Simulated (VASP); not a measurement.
Here is the system:

```
MgI2
1.0
    2.11610    -3.68260     0.00000
    2.11610     3.68260     0.00000
    0.00000     0.00000     6.76945
Mg I
1 2
Cartesian
  0.00000   0.00000   0.00000
  2.11610   1.22753   1.63821
  2.18279  -1.22753   5.13124
```

Method: PBE GGA, VASP's PBE PAW potentials (set 64) (plane waves; VASP). Run with 350 eV cut-off, 6×6×3 Γ-centred mesh, Gaussian smearing of 0.050 eV, potentials Mg I.

Q: Estimate the energy per atom (σ→0), largest force.

A: 
```yaml
energy per atom (σ→0): -2.565 eV/atom
largest_force: 0.101 eV/Å
```

Total energies compare only between runs with the same potentials, cut-off and functional.

The compound is MgI2 in the 1T layered structure. The cell was not relaxed at this level, atoms are displaced from their ideal sites. The run is one of a series of settings (ENCUT = 350 against the base run), some of them coarse on purpose.
